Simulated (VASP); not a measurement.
**Be2ZnO3: relaxation of cell and atoms with PBE**

Be2ZnO3:

```
Be Zn O
1.0
    -1.42383    1.42383    6.33842
     1.42383   -1.42383    6.33842
     1.42383    1.42383   -6.33842
Be Zn O
2 1 3
Direct
  0.32198 0.32198 0.00000
  0.67802 0.67802 0.00000
  0.00000 0.00000 0.00000
  0.89283 0.39283 0.50000
  0.60717 0.10717 0.50000
  0.25000 0.75000 0.50000
```

The cell was built by a generator and needn't be a form met in nature.

```json
{
  "Program": "VASP 6.6.1",
  "Task": "relaxation of cell and atoms",
  "Functional": "PBE",
  "Potentials or basis": "VASP PAW PBE potentials, release 64 (Be, Zn, O)",
  "Cutoff": "520 eV",
  "k mesh": "12 × 12 × 12",
  "Occupations": "gaussian, width 0.03 eV",
  "Spin": "no spin polarisation",
  "Further INCAR settings": "ALGO = Normal; EDIFF = 1e-07; IBRION = 2; POTIM = 0.3; EDIFFG = -0.005; NSW = 60; ISIF = 3"
}
```

```json
{"Energy gained by relaxing": "0.0 meV/atom", "Ionic steps": "2", "Pressure after relaxing": "0.0 GPa", "Band gap on the k mesh": "3.05 eV, direct"}
```

Forces on the atoms (eV/Å):
```
Be   0.000  0.000  0.002
Be   0.000  0.000 -0.002
Zn   0.000  0.000  0.000
O    0.000  0.000  0.001
O    0.000  0.000 -0.001
O    0.000  0.000  0.000
```

Final structure:
```
Be Zn O
1.0
    -1.42382    1.42382    6.33862
     1.42382   -1.42382    6.33862
     1.42382    1.42382   -6.33862
Be Zn O
2 1 3
Direct
  0.32199 0.32199 0.00000
  0.67801 0.67801 0.00000
  0.00000 0.00000 0.00000
  0.89283 0.39283 0.50000
  0.60717 0.10717 0.50000
  0.25000 0.75000 0.50000
```

Levels at points of the mesh, in eV from the valence-band top:
```
           k point  band 14  band 15  band 16  band 17  band 18  band 19  band 20  band 21
(0.00, 0.00, 0.00)    -1.97    -0.87     0.00     0.00     3.05     6.89     7.12    10.94
(0.50, 0.00, 0.00)    -1.82    -1.79    -1.12    -0.17     6.49     6.59    10.72    10.81
(0.50, 0.50, 0.00)    -2.73    -2.44    -2.41    -2.24     5.80     7.11     8.39     9.83
(0.50, 0.50, 0.50)    -1.46    -1.46    -0.24    -0.24     4.00     6.20     7.16    10.99
```

It took 2 min on 4 MPI ranks on Intel(R) Xeon(R) 6975P-C (Granite Rapids), on a shared host, peak memory 0.48 GiB a rank.

A k mesh can miss the band edges. As with any semilocal functional, this PBE gap is likely too small.
